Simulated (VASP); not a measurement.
Wanted: an ASE script for a VASP 6.6.1 run.

| Quantity | Value |
| --- | --- |
| Task | density of states |
| Functional | LDA |
| Potentials or basis | VASP PAW LDA potentials, release 64 (Sc_sv, C_s) |
| Cutoff | 400 eV |
| k mesh | 7 × 7 × 3 |
| Occupations | tetrahedron |
| Spin | non-collinear spin, ferrimagnetic start |
| Starting moments | [[0.289, 0.289, 0.289], [-0.144, -0.144, -0.144], [0.0, 0.0, 0.0]] μB |
| Hubbard terms | Sc d U = 5.3 eV |
| Further INCAR settings | ALGO = Fast; EDIFF = 1.00e-06; NBANDS = 39 |

The structure of Sc2C lies in Sc2C.xyz:

```xyz
3
Lattice="3.2593077700 0.0000000000 0.0000000000 -1.6296538800 2.8226433300 0.0000000000 0.0000000000 0.0000000000 7.3782963600" Properties=species:S:1:pos:R:3 pbc="T T T"
Sc    -0.0445922193     -0.0477224308      5.3759890504
Sc     0.0665012861     -0.0183500043      1.8796431326
C     -0.0254226006      0.0250650728      0.0570711223
```

The cell was built by a generator and needn't be a form met in nature.

The cell isn't the ideal one: atoms moved at random, drawn with an rms of 0.1 Å.

These files were run (other wordings do the same):

run.py

```python
from ase.calculators.vasp import Vasp
from ase.dft.dos import DOS
from ase.io import read

atoms = read('Sc2C.xyz')
atoms.set_initial_magnetic_moments([[0.289, 0.289, 0.289], [-0.144, -0.144, -0.144], [0.0, 0.0, 0.0]])
calc = Vasp(
    directory='calc',
    xc='lda',
    pp='LDA',
    setups={'base': 'minimal', 'C': '_s'},
    prec='Accurate',
    encut=400,
    ediff=1e-06,
    ismear=-5,
    sigma=0.05,
    lreal=False,
    lasph=True,
    nelm=60,
    algo='Fast',
    isif=2,
    lwave=False,
    lcharg=False,
    lnoncollinear=True,
    lorbit=11,
    lmaxmix=4,
    ldautype=2,
    ldauprint=1,
    ldau_luj={'Sc': {'L': 2, 'U': 5.3, 'J': 0}},
    kpts=[7, 7, 3],
    gamma=True,
    nbands=39,
)
atoms.calc = calc

print('energy (eV):', atoms.get_potential_energy())
print('free energy (eV):', atoms.get_potential_energy(force_consistent=True))
print('forces (eV/A):')
print(atoms.get_forces())
print('stress (eV/A^3, Voigt):', atoms.get_stress())
print('Fermi level (eV):', calc.get_fermi_level())
dos = DOS(calc, width=0.05, window=(-10, 10), npts=201)
print('E - E_F (eV), DOS (1/eV)')
for e, g in zip(dos.get_energies(), dos.get_dos()):
    print(f'{e:8.3f} {g:10.4f}')
```

Potentials or basis: VASP PAW LDA potentials, release 64 (Sc_sv, C_s).

Run with:

```bash
$ python run.py
```

It gave:

```json
{"Pressure": "10.4 GPa", "Largest force": "6.222 eV/Å", "Band gap on the k mesh": "none (metal or under the smearing width)", "Net moment": "0.00 μB per cell", "Valence electrons inside the program's atomic spheres": "Sc 9.32, 9.65; C 3.49"}
```

Caveat: the U is typed as a test and isn't derived for this compound; tetrahedron occupations give inexact forces and stress in metals.

Run time: 19 min on 1 thread of Intel(R) Xeon(R) Platinum 8259CL CPU @ 2.50GHz (Skylake/Cascade Lake), on a shared host, peak memory 0.49 GiB.
